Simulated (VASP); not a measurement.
Data:

```yaml
crystal:
  lattice:
    - [0.00000, 2.47701, 2.47701]
    - [2.47701, 0.00000, 2.47701]
    - [2.47701, 2.47701, 0.00000]
  atoms:
    - { symbol: Gd, position: [0.00000, 0.00000, 0.00000] }
    - { symbol: N, position: [0.50000, 0.50000, 0.50000] }
```

Calculation: rev-vdW-DF2, VASP's PBE PAW potentials (set 64) (plane waves; VASP). Numerical set-up: 520 eV cut-off, 11×11×11 Γ-centred mesh, first-order Methfessel-Paxton smearing of 0.10 eV, potentials Gd_3 N.

The 4f electrons are frozen in the core of the lanthanide potential, so 4f levels, which can set the real gap, and their magnetism are missing.

Q: What does the run give for the energy per atom (σ→0), band gap (on the k-mesh) with the smallest direct gap where there is one?

A: 
band gap (on the k-mesh): none (metal, semimetal or under 0.01 eV)
energy per atom (σ→0): -6.526 eV/atom

Only differences to runs with the same potentials and settings are physical.

The compound is GdN in the rock salt structure. It was relaxed first. The start is the result of an earlier pass.
